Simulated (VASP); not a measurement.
Method: RPBE GGA, VASP's PBE PAW potentials (set 64) (plane waves; VASP).

The input files of a VASP run:

KPOINTS:
```
Automatic mesh
0
Gamma
6 6 6
0 0 0
```

### INCAR
```
SYSTEM = KI
PREC = Accurate
ENCUT = 520
EDIFF = 1E-7
NELM = 100
ALGO = Normal
LREAL = .FALSE.
LASPH = .TRUE.
ISMEAR = 0
SIGMA = 0.05
GGA = RP
LMAXMIX = 4
LWAVE = .FALSE.
LCHARG = .FALSE.
ISIF = 2
```

### POSCAR
```
KI
1
    0.0000000000     3.7859341612     3.7859341612
    3.7859341612     0.0000000000     3.7859341612
    3.7859341612     3.7859341612     0.0000000000
K I
1 1
Direct
  0.0000000000   0.0000000000   0.0000000000
  0.5000000000   0.5000000000   0.5000000000
```

POTCAR, in this order: K_sv I (PBE.64 set). Program: vasp_std.

The resulting files:

### OSZICAR
```
       N       E                     dE             d eps       ncg     rms          rms(c)
DAV:   1     0.930188122063E+02    0.93019E+02   -0.63472E+03   384   0.110E+03
DAV:   2     0.143051814728E+01   -0.91588E+02   -0.85359E+02   464   0.238E+02
DAV:   3    -0.497426062875E+01   -0.64048E+01   -0.63728E+01   488   0.583E+01
DAV:   4    -0.537500386073E+01   -0.40074E+00   -0.40039E+00   740   0.122E+01
DAV:   5    -0.537603222551E+01   -0.10284E-02   -0.10283E-02   492   0.707E-01    0.224E+00
DAV:   6    -0.524927155735E+01    0.12676E+00   -0.18816E-01   468   0.225E+00    0.169E+00
DAV:   7    -0.524487880090E+01    0.43928E-02   -0.19824E-01   480   0.238E+00    0.868E-01
DAV:   8    -0.526115914720E+01   -0.16280E-01   -0.26479E-02   448   0.123E+00    0.119E-01
DAV:   9    -0.526234999419E+01   -0.11908E-02   -0.22026E-03   488   0.297E-01    0.782E-02
DAV:  10    -0.526292660264E+01   -0.57661E-03   -0.75456E-04   424   0.211E-01    0.349E-02
DAV:  11    -0.526297608431E+01   -0.49482E-04   -0.70985E-05   528   0.651E-02    0.153E-02
DAV:  12    -0.526298782460E+01   -0.11740E-04   -0.15692E-05   436   0.329E-02    0.867E-03
DAV:  13    -0.526299056159E+01   -0.27370E-05   -0.42673E-06   452   0.170E-02    0.176E-03
DAV:  14    -0.526299081557E+01   -0.25398E-06   -0.56865E-07   460   0.598E-03    0.770E-04
DAV:  15    -0.526299091948E+01   -0.10391E-06   -0.35457E-08   364   0.146E-03    0.482E-04
DAV:  16    -0.526299096552E+01   -0.46037E-07   -0.66864E-09   316   0.675E-04
   1 F= -.52629910E+01 E0= -.52629910E+01  d E =-.222691E-19
```

File OUTCAR:
```
------------------------ aborting loop because EDIFF is reached ----------------------------------------
  FORCE on cell =-STRESS in cart. coord.  units (eV):
  Direction    XX          YY          ZZ          XY          YZ          ZX
  --------------------------------------------------------------------------------------
  Total       -0.2820815     -0.2820815     -0.2820815     -0.0000000     -0.0000000      0.0000000
  in kB       -4.1642427     -4.1642427     -4.1642427     -0.0000000     -0.0000000      0.0000000
  external PRESSURE =      -4.1642427 kB  Pullay stress =       0.0000000 kB
  volume of cell :      108.53
      direct lattice vectors                 reciprocal lattice vectors
     0.000000000  3.785934161  3.785934161    -0.132067801  0.132067801  0.132067801
     3.785934161  0.000000000  3.785934161     0.132067801 -0.132067801  0.132067801
     3.785934161  3.785934161  0.000000000     0.132067801  0.132067801 -0.132067801
  FREE ENERGIE OF THE ION-ELECTRON SYSTEM (eV)
  ---------------------------------------------------
  free  energy   TOTEN  =        -5.2629909655 eV

  energy  without entropy=       -5.2629909655  energy(sigma->0) =       -5.26299097
```
(Selected blocks of OUTCAR.)

The compound is KI in the rock salt structure. This cell is one point of a volume scan, at 1.06 of the reference volume.
